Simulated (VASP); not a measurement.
These are PBEsol GGA, VASP's PBE PAW potentials (set 64) (plane waves; VASP 6.6.1) values and carry that method's errors.

VASP input:

**INCAR**
```
LASPH=.True.   # aspherical one-centre terms
SIGMA=0.1   # width (eV)
SYSTEM=TaSi
EDIFFG=-0.01
NELM=100   # most electronic steps
NSW=60
LCHARG=.False.
ALGO=Normal
GGA=PS
IBRION=2   # conjugate gradients
ENCUT=400
LMAXMIX=6   # l cut-off of mixed one-centre charges
EDIFF=1E-6   # SCF stop (eV)
LWAVE=.False.
PREC=Accurate
LREAL=.False.   # projection in real space or not
ISIF=3   # ions, shape and volume
ISMEAR=1   # Methfessel-Paxton
```

**POSCAR**
```
TaSi
1
    0.0000000000     2.5505635969     2.5505635969
    2.5505635969     0.0000000000     2.5505635969
    2.5505635969     2.5505635969    -0.0000000000
Si Ta
1 1
Direct
  0.0000000000   0.0000000000   0.0000000000
  0.5000000000   0.5000000000   0.5000000000
```

KPOINTS:
```
Automatic mesh
0
Gamma
11 11 11
0 0 0
```

POTCAR, in this order: Si Ta_pv (PBE.64 set). Program: vasp_std.

What VASP printed:

File OUTCAR:
```
 ion  position               nearest neighbor table
   1  0.000  0.000  0.000-   2 2.55   2 2.55   2 2.55   2 2.55   2 2.55   2 2.55
   2  0.500  0.500  0.500-   1 2.55   1 2.55   1 2.55   1 2.55   1 2.55   1 2.55
  LATTYP: Found a face centered cubic cell.
 ALAT       =     5.1011271938
 Subroutine PRICEL returns:
 Original cell was already a primitive cell.
 Subroutine GETGRP returns: Found 48 space group operations
The static configuration has the point symmetry O_h .
The dynamic configuration has the point symmetry O_h .
 Subroutine INISYM returns: Found 48 space group operations
 Subroutine IBZKPT returns following result:
 Found     56 irreducible k-points:

 Following reciprocal coordinates:
            Coordinates               Weight
  0.000000  0.000000  0.000000      1.000000
  0.090909  0.000000  0.000000      8.000000
  0.181818  0.000000  0.000000      8.000000
  0.272727  0.000000  0.000000      8.000000
  0.363636  0.000000  0.000000      8.000000
  0.454545  0.000000  0.000000      8.000000
  0.090909  0.090909  0.000000      6.000000
  0.181818  0.090909  0.000000     24.000000
  0.272727  0.090909  0.000000     24.000000
  0.363636  0.090909  0.000000     24.000000
  0.454545  0.090909  0.000000     24.000000
 -0.454545  0.090909  0.000000     24.000000
 -0.363636  0.090909  0.000000     24.000000
 -0.272727  0.090909  0.000000     24.000000
 -0.181818  0.090909  0.000000     24.000000
 -0.090909  0.090909  0.000000     12.000000
  0.181818  0.181818  0.000000      6.000000
  0.272727  0.181818  0.000000     24.000000
  0.363636  0.181818  0.000000     24.000000
  0.454545  0.181818  0.000000     24.000000
 -0.454545  0.181818  0.000000     24.000000
 -0.363636  0.181818  0.000000     24.000000
 -0.272727  0.181818  0.000000     24.000000
 -0.181818  0.181818  0.000000     12.000000
...
```

File OSZICAR:
```
       N       E                     dE             d eps       ncg     rms          rms(c)
DAV:   1     0.558359898059E+02    0.55836E+02   -0.70471E+03  1232   0.993E+02
DAV:   2    -0.178083550273E+02   -0.73644E+02   -0.71195E+02  1394   0.251E+02
DAV:   3    -0.196601707704E+02   -0.18518E+01   -0.17582E+01  1659   0.355E+01
DAV:   4    -0.196867919220E+02   -0.26621E-01   -0.26529E-01  1461   0.353E+00
DAV:   5    -0.196872232744E+02   -0.43135E-03   -0.43116E-03  1584   0.404E-01    0.164E+01
DAV:   6    -0.185064903621E+02    0.11807E+01   -0.33025E+00  1384   0.152E+01    0.653E+00
DAV:   7    -0.184533022230E+02    0.53188E-01   -0.27430E-01  1549   0.427E+00    0.229E+00
DAV:   8    -0.184464664919E+02    0.68357E-02   -0.52650E-02  1348   0.179E+00    0.446E-01
DAV:   9    -0.184435456408E+02    0.29209E-02   -0.15186E-02  1367   0.101E+00    0.119E-01
DAV:  10    -0.184434877740E+02    0.57867E-04   -0.48208E-04  1430   0.209E-01    0.477E-02
DAV:  11    -0.184434904810E+02   -0.27070E-05   -0.13504E-05  1465   0.380E-02    0.655E-03
DAV:  12    -0.184434894122E+02    0.10689E-05   -0.30671E-06  1361   0.164E-02    0.211E-03
DAV:  13    -0.184434892680E+02    0.14423E-06   -0.64592E-08   682   0.256E-03
   1 F= -.18443489E+02 E0= -.18442716E+02  d E =-.184435E+02
       N       E                     dE             d eps       ncg     rms          rms(c)
DAV:   1    -0.184462041440E+02   -0.27147E-02   -0.82122E-02  1265   0.376E+00    0.453E-01
DAV:   2    -0.184436680510E+02    0.25361E-02   -0.61609E-03  1265   0.815E-01    0.125E-01
DAV:   3    -0.184433925370E+02    0.27551E-03   -0.38699E-04  1378   0.208E-01    0.452E-02
DAV:   4    -0.184433348504E+02    0.57687E-04   -0.15410E-04  1379   0.121E-01    0.189E-02
DAV:   5    -0.184433349344E+02   -0.84036E-07   -0.37000E-06  1536   0.196E-02
   2 F= -.18443335E+02 E0= -.18442605E+02  d E =0.154334E-03
       N       E                     dE             d eps       ncg     rms          rms(c)
DAV:   1    -0.184446969682E+02   -0.13621E-02   -0.32060E-02  1259   0.235E+00    0.283E-01
DAV:   2    -0.184437110150E+02    0.98595E-03   -0.23506E-03  1256   0.507E-01    0.788E-02
DAV:   3    -0.184436018340E+02    0.10918E-03   -0.15731E-04  1403   0.134E-01    0.280E-02
DAV:   4    -0.184435814769E+02    0.20357E-04   -0.58851E-05  1355   0.742E-02    0.117E-02
DAV:   5    -0.184435829514E+02   -0.14744E-05   -0.13324E-06  1009   0.125E-02    0.529E-03
DAV:   6    -0.184435835339E+02   -0.58252E-06   -0.21521E-07   646   0.442E-03
   3 F= -.18443584E+02 E0= -.18442826E+02  d E =-.942659E-04
```

OUTCAR:
```
------------------------ aborting loop because EDIFF is reached ----------------------------------------
  FORCE on cell =-STRESS in cart. coord.  units (eV):
  Direction    XX          YY          ZZ          XY          YZ          ZX
  --------------------------------------------------------------------------------------
  Total        0.0020292      0.0020292      0.0020292      0.0000000      0.0000000      0.0000000
  in kB        0.0977513      0.0977513      0.0977513      0.0000000      0.0000000      0.0000000
  external PRESSURE =       0.0977513 kB  Pullay stress =       0.0000000 kB
  volume of cell :       33.26
      direct lattice vectors                 reciprocal lattice vectors
     0.000000000  2.552487318  2.552487318    -0.195887359  0.195887359  0.195887359
     2.552487318  0.000000000  2.552487318     0.195887359 -0.195887359  0.195887359
     2.552487318  2.552487318 -0.000000000     0.195887359  0.195887359 -0.195887359
 POSITION                                       TOTAL-FORCE (eV/Angst)
 -----------------------------------------------------------------------------------
      0.00000      0.00000      0.00000        -0.000000     -0.000000      0.000000
      2.55249      2.55249      2.55249         0.000000      0.000000     -0.000000
 -----------------------------------------------------------------------------------
    total drift:                               -0.000000     -0.000000      0.000000
  FREE ENERGIE OF THE ION-ELECTRON SYSTEM (eV)
  ---------------------------------------------------
  free  energy   TOTEN  =       -18.4435835339 eV

  energy  without entropy=      -18.4413108685  energy(sigma->0) =      -18.44282598

 reached required accuracy - stopping structural energy minimisation
```
(Selected blocks of OUTCAR.)

File CONTCAR:
```
TaSi
   1.00000000000000
     0.0000000000000000    2.5524873184166412    2.5524873184166412
     2.5524873184166412    0.0000000000000000    2.5524873184166412
     2.5524873184166412    2.5524873184166412   -0.0000000000000000
  Si              Ta
     1     1
Direct
     0.0000000000000000    0.0000000000000000    0.0000000000000000
     0.5000000000000000    0.5000000000000000    0.5000000000000000
```

The structure was generated: TaSi was put into the rocksalt type (Fm-3m), which need not be its known phase. This run relaxes it. Symmetry was kept, so distortions that lower it aren't found. The start is the result of an earlier pass. The electron count is odd and the run is not spin-polarised, which forces a metal.
